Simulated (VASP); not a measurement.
OSZICAR of a VASP run on HfO$_{2}$ (fluorite):

OSZICAR:
```
       N       E                     dE             d eps       ncg     rms          rms(c)
DAV:   1     0.105752991845E+03    0.10575E+03   -0.14113E+04  1770   0.163E+03
DAV:   2    -0.329799082020E+02   -0.13873E+03   -0.13536E+03  2275   0.342E+02
DAV:   3    -0.368282501746E+02   -0.38483E+01   -0.38454E+01  2309   0.555E+01
DAV:   4    -0.368485292212E+02   -0.20279E-01   -0.20276E-01  2211   0.434E+00
DAV:   5    -0.368486978491E+02   -0.16863E-03   -0.16862E-03  2246   0.358E-01    0.527E+01
DAV:   6    -0.318053216978E+02    0.50434E+01   -0.26461E+01  1966   0.368E+01    0.454E+01
DAV:   7    -0.316838981716E+02    0.12142E+00   -0.72532E-01  2211   0.815E+00    0.291E+01
DAV:   8    -0.316492691766E+02    0.34629E-01   -0.17927E-01  2183   0.451E+00    0.522E+00
DAV:   9    -0.316401939984E+02    0.90752E-02   -0.34177E-02  2155   0.172E+00    0.180E+00
DAV:  10    -0.316399728528E+02    0.22115E-03   -0.38208E-03  2379   0.487E-01    0.268E-01
DAV:  11    -0.316399509077E+02    0.21945E-04   -0.23415E-04  2036   0.132E-01    0.179E-01
DAV:  12    -0.316399523002E+02   -0.13925E-05   -0.21734E-05  2338   0.375E-02    0.186E-02
DAV:  13    -0.316399525487E+02   -0.24850E-06   -0.18458E-06  2311   0.107E-02    0.971E-03
DAV:  14    -0.316399525728E+02   -0.24086E-07   -0.12514E-07  1515   0.319E-03
   1 F= -.31639953E+02 E0= -.31639953E+02  d E =-.832838E-17
```

Problem. Which electronic solver shows in the log?

Solution. It is blocked Davidson (ALGO = Normal, or the opening steps of other solvers). The INCAR had ALGO = Normal.

Problem. Can the final energy be trusted as converged?

Solution. Self-consistency was reached. It stopped with EDIFF = 1E-7, NELM = 100 (PBEsol GGA, plane waves, VASP's PBE PAW potentials (set 64)).

The compound is HfO2 in the fluorite structure, the high-temperature cubic form, which is unstable at 0 K; the monoclinic form is the stable one. This cell was strained or had an atom moved on purpose.
